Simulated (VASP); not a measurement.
Output of a VASP run:

**OSZICAR**
```
       N       E                     dE             d eps       ncg     rms          rms(c)
DAV:   1     0.325845519150E+03    0.32585E+03   -0.26975E+04  7819   0.330E+03
DAV:   2    -0.710196260650E+01   -0.33295E+03   -0.32804E+03  8017   0.583E+02
DAV:   3    -0.477796786233E+02   -0.40678E+02   -0.40431E+02  8793   0.158E+02
DAV:   4    -0.489299873123E+02   -0.11503E+01   -0.11458E+01  8778   0.310E+01
DAV:   5    -0.489545551475E+02   -0.24568E-01   -0.24622E-01  9215   0.459E+00    0.266E+00
DAV:   6    -0.446992894168E+02    0.42553E+01   -0.15044E+00  9339   0.178E+01    0.143E+00
DAV:   7    -0.430314429213E+02    0.16678E+01   -0.61782E-01  8611   0.701E+00    0.768E-01
DAV:   8    -0.441191094517E+02   -0.10877E+01   -0.47164E-01  7902   0.475E+00    0.289E-01
DAV:   9    -0.441260222633E+02   -0.69128E-02   -0.68497E-02  8222   0.177E+00    0.120E-01
DAV:  10    -0.441319176880E+02   -0.58954E-02   -0.17603E-02  8828   0.131E+00    0.710E-02
DAV:  11    -0.441297618799E+02    0.21558E-02   -0.14546E-02  8065   0.825E-01    0.751E-02
DAV:  12    -0.441350861038E+02   -0.53242E-02   -0.31168E-03  7995   0.415E-01    0.415E-02
DAV:  13    -0.441364889150E+02   -0.14028E-02   -0.99707E-04  8653   0.188E-01    0.173E-02
DAV:  14    -0.441367770967E+02   -0.28818E-03   -0.23006E-04  8423   0.152E-01    0.607E-03
DAV:  15    -0.441367770800E+02    0.16731E-07   -0.43407E-05  8725   0.481E-02    0.370E-03
DAV:  16    -0.441367650469E+02    0.12033E-04   -0.15636E-05  8344   0.266E-02    0.196E-03
DAV:  17    -0.441367635548E+02    0.14921E-05   -0.13474E-06  8545   0.117E-02    0.853E-04
DAV:  18    -0.441367679012E+02   -0.43464E-05   -0.29547E-07  6506   0.376E-03    0.582E-04
DAV:  19    -0.441367701492E+02   -0.22480E-05   -0.31694E-07  6212   0.495E-03    0.123E-04
DAV:  20    -0.441367706910E+02   -0.54182E-06   -0.20698E-08  4183   0.149E-03    0.589E-05
DAV:  21    -0.441367705540E+02    0.13701E-06   -0.42177E-09  4099   0.666E-04    0.529E-05
DAV:  22    -0.441367705042E+02    0.49762E-07   -0.15072E-09  4043   0.423E-04
   1 F= -.44136771E+02 E0= -.44136771E+02  d E =0.000000E+00
       N       E                     dE             ncg
```

**OUTCAR**
```
------------------------ aborting loop because EDIFF is reached ----------------------------------------
  FORCE on cell =-STRESS in cart. coord.  units (eV):
  Direction    XX          YY          ZZ          XY          YZ          ZX
  --------------------------------------------------------------------------------------
  Total       -0.0537870      0.1551847     -0.0573215      0.0000000      0.0000000      0.0000000
  in kB       -1.1395259      3.2877305     -1.2144080      0.0000000      0.0000000      0.0000000
  external PRESSURE =       0.3112656 kB  Pullay stress =       0.0000000 kB
  volume of cell :       75.62
      direct lattice vectors                 reciprocal lattice vectors
     2.200781894 -3.781916792  0.000000000     0.227191982 -0.132208091  0.000000000
     2.200781894  3.781916792  0.000000000     0.227191982  0.132208091  0.000000000
     0.000000000  0.000000000  4.543016857     0.000000000  0.000000000  0.220118047
 POSITION                                       TOTAL-FORCE (eV/Angst)
 -----------------------------------------------------------------------------------
      2.20078      2.60446      4.15377         0.000000      0.037162      0.009346
      2.20078      1.17745      1.88226         0.000000     -0.037162      0.009346
      2.20078     -1.17745      2.66075         0.000000      0.037162     -0.009346
      2.20078     -2.60446      0.38924         0.000000     -0.037162     -0.009346
 -----------------------------------------------------------------------------------
    total drift:                               -0.000000      0.000000     -0.000000
  FREE ENERGIE OF THE ION-ELECTRON SYSTEM (eV)
  ---------------------------------------------------
  free  energy   TOTEN  =       -44.1367705042 eV

  energy  without entropy=      -44.1367705042  energy(sigma->0) =      -44.13677050

 total charge

# of ion       s       p       d       tot
------------------------------------------
    1        0.914   0.758   9.961  11.632
    2        0.914   0.758   9.961  11.632
    3        0.914   0.758   9.961  11.632
    4        0.914   0.758   9.961  11.632
--------------------------------------------------
tot          3.654   3.031  39.845  46.530

 Electric field gradients after diagonalization (V/A^2)
 (convention: |V_zz| > |V_xx| > |V_yy|)
----------------------------------------------------------------------
 ion       V_xx      V_yy      V_zz     asymmetry (V_yy - V_xx)/ V_zz
----------------------------------------------------------------------
   1      23.141    19.370   -42.511       0.089
   2      23.141    19.370   -42.511       0.089
   3      23.141    19.370   -42.511       0.089
   4      23.141    19.370   -42.511       0.089
```
(Selected blocks of OUTCAR.)

**POSCAR**
```
Ga
1
    2.2007818942    -3.7819167916    -0.0000000000
    2.2007818942     3.7819167916     0.0000000000
    0.0000000000    -0.0000000000     4.5430168567
Ga
4
Direct
  0.1556689796   0.8443310204   0.9143202734
  0.3443310204   0.6556689796   0.4143202734
  0.6556689796   0.3443310204   0.5856797266
  0.8443310204   0.1556689796   0.0856797266
```

Task: Reconstruct the remaining input files.

Result: Several could match; the one computed here: the input of the run itself, r2SCAN+rVV10, plane waves, VASP's PBE PAW potentials (set 64).

**KPOINTS_OPT**
```
k-points along high-symmetry lines
5
Line-mode
Reciprocal
  0.000000   0.000000   0.000000 ! GAMMA
 -0.500000   0.500000   0.000000 ! Y

 -0.500000   0.500000   0.000000 ! Y
 -0.337048   0.662952   0.000000 ! C_0

  0.337048   0.337048   0.000000 ! SIGMA_0
  0.000000   0.000000   0.000000 ! GAMMA

  0.000000   0.000000   0.000000 ! GAMMA
  0.000000   0.000000   0.500000 ! Z

  0.000000   0.000000   0.500000 ! Z
  0.337048   0.337048   0.500000 ! A_0

 -0.337048   0.662952   0.500000 ! E_0
 -0.500000   0.500000   0.500000 ! T

 -0.500000   0.500000   0.500000 ! T
 -0.500000   0.500000   0.000000 ! Y

  0.000000   0.000000   0.000000 ! GAMMA
 -0.000000   0.500000   0.000000 ! S

 -0.000000   0.500000   0.000000 ! S
 -0.000000   0.500000   0.500000 ! R

 -0.000000   0.500000   0.500000 ! R
  0.000000   0.000000   0.500000 ! Z

  0.000000   0.000000   0.500000 ! Z
 -0.500000   0.500000   0.500000 ! T
```

**KPOINTS**
```
Automatic mesh
0
Gamma
9 9 8
0 0 0
```

### INCAR
```
# general
SYSTEM    =  Ga
PREC      =  Accurate
ENCUT     =  520
LREAL     =  F   # projection in real space or not
LASPH     =  T   # aspherical one-centre terms

# electronic loop
EDIFF     =  1E-7
NELM      =  100   # most electronic steps
ALGO      =  Normal
LMAXMIX   =  4
LMIXTAU   =  T

# smearing
ISMEAR    =  -5   # tetrahedra, Bloechl

# functional
METAGGA   =  R2SCAN
LUSE_VDW  =  T
BPARAM    =  11.95
CPARAM    =  0.0093

# ions
ISIF      =  2

# output
LWAVE     =  F
LCHARG    =  F
LORBIT    =  11   # lm-projected
NEDOS     =  601   # DOS grid

# other
LEFG      =  T
```

POTCAR, in this order: Ga_d (PBE.64 set). Program: vasp_std.

For a metal the tetrahedron method with Blöchl corrections gives inexact stress and forces.

The compound is Ga in the alpha structure. It was relaxed first.
